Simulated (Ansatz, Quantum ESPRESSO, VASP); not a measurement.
P2Pd (P1, 6 atoms in the cell) computed with different codes at matched settings

Self-consistent single point.

```yaml
crystal:
  lattice:
    - [3.44501, -2.92873, 0.00000]
    - [3.44501, 2.92873, 0.00000]
    - [-3.09077, 0.00000, 5.00352]
  atoms:
    - { symbol: P, position: [0.07432, 0.30977, 0.35452] }
    - { symbol: P, position: [0.93289, 0.69418, 0.66449] }
    - { symbol: P, position: [0.67808, 0.96190, 0.17442] }
    - { symbol: P, position: [0.29309, 0.04590, 0.83828] }
    - { symbol: Pd, position: [0.50733, 0.98854, 0.48302] }
    - { symbol: Pd, position: [0.01429, 0.49971, 0.98527] }
```

All programs got the same cell, k-point mesh and kind of occupations (in Ansatz's words: kpoints.mp_grid.grid = 4 4 4; scf.occupations.method = fermi_dirac; scf.occupations.width = 0.01 eV); potentials, basis and cutoffs are each program's usual ones.

```csv
code,model,pressure (GPa),largest force (eV/Å),gap on the mesh (eV),cutoff
VASP,"PBEsol, VASP's PBE PAW potentials (set 64)",0.63,2.444,0.469,300 eV
Ansatz,"PBEsol, PAW files made with PBE",0.92,2.451,0.464,default
Quantum ESPRESSO,"PBEsol, GBRV 1.5 ultrasoft (PBESOL) pseudopotentials",1.18,2.436,0.460,40 Ry
```

Size of the force on each atom (eV/Å): Sizes of forces hide their directions.

| code | P1 | P2 | P3 | P4 | Pd5 | Pd6 |
|---|---|---|---|---|---|---|
| VASP | 1.953 | 1.116 | 2.155 | 2.444 | 2.345 | 2.217 |
| Ansatz | 1.954 | 1.126 | 2.151 | 2.451 | 2.334 | 2.212 |
| Quantum ESPRESSO | 1.954 | 1.113 | 2.168 | 2.436 | 2.366 | 2.240 |

Gaps are read on the mesh.

The spread over the programs that give each value: pressure within 0.55 GPa; largest force within 0.015 eV/Å; gap on the mesh within 0.009 eV.

The starting cell comes from a database of computed structures (which also holds hypothetical and non-ambient phases and stackings), without a prior relaxation at this level. Its atoms were displaced at random from the sites of space group no. 15. On Ansatz's run: In the base run, forces exceed 1 eV/Å.

Why do the programs differ, and what cannot be compared?

Differences of this kind can come from the potentials, where these differ, and from what each basis and cutoff leave unconverged. The valence holds different numbers of electrons (VASP 40, Ansatz (an electronic-structure program) 56, Quantum ESPRESSO 52). The zero of total energies and Fermi levels follows the potentials and each program's conventions, so they are not compared here. Ansatz's pressure is given at a fixed set of plane waves, as the other plane-wave codes print theirs.

VASP's run is marked for a possible Pulay error in its stress at this cutoff; no cutoff test was made.

Left out of this page: ABINIT, GPAW, CP2K, FLEUR and SIESTA (not drawn, or without a comparable value).

Keys are those of Ansatz 0.2.
